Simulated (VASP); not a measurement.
OSZICAR of a VASP run on InP (zinc blende):

**OSZICAR**
```
       N       E                     dE             d eps       ncg     rms          rms(c)
DAV:   1     0.113259282118E+03    0.11326E+03   -0.85777E+03   759   0.150E+03
DAV:   2    -0.113657239218E+01   -0.11440E+03   -0.11123E+03   779   0.333E+02
DAV:   3    -0.932433568507E+01   -0.81878E+01   -0.81347E+01   989   0.930E+01
DAV:   4    -0.954897260800E+01   -0.22464E+00   -0.22448E+00   889   0.164E+01
DAV:   5    -0.955704959135E+01   -0.80770E-02   -0.80762E-02  1122   0.277E+00    0.541E+00
DAV:   6    -0.919030120208E+01    0.36675E+00   -0.69527E-01  1131   0.163E+01    0.323E+00
DAV:   7    -0.915730889900E+01    0.32992E-01   -0.17293E-01  1054   0.410E+00    0.110E+00
DAV:   8    -0.915451363840E+01    0.27953E-02   -0.15689E-02  1007   0.180E+00    0.362E-01
DAV:   9    -0.915469915585E+01   -0.18552E-03   -0.18248E-03   962   0.674E-01    0.178E-01
DAV:  10    -0.915471152011E+01   -0.12364E-04   -0.17332E-04   920   0.111E-01    0.117E-01
DAV:  11    -0.915473366373E+01   -0.22144E-04   -0.32315E-05   880   0.541E-02    0.184E-02
DAV:  12    -0.915473409941E+01   -0.43568E-06   -0.14069E-05   973   0.814E-02    0.162E-02
DAV:  13    -0.915473406432E+01    0.35090E-07   -0.81772E-07   477   0.102E-02
   1 F= -.91547341E+01 E0= -.91547341E+01  d E =-.915473E+01
```

**Question.** Which electronic solver shows in the log?

**Answer.** It is blocked Davidson (ALGO = Normal, or the opening steps of other solvers). The INCAR had ALGO = Normal.

**Question.** Can the final energy be trusted as converged?

**Answer.** The calculation finished and met its thresholds. It stopped with EDIFF = 1E-6, NELM = 100, NSW = 40 and EDIFFG = -0.02 after 1 ionic step (PBEsol GGA, plane waves, VASP's PBE PAW potentials (set 64)).

The compound is InP in the zinc blende structure. It was relaxed first.
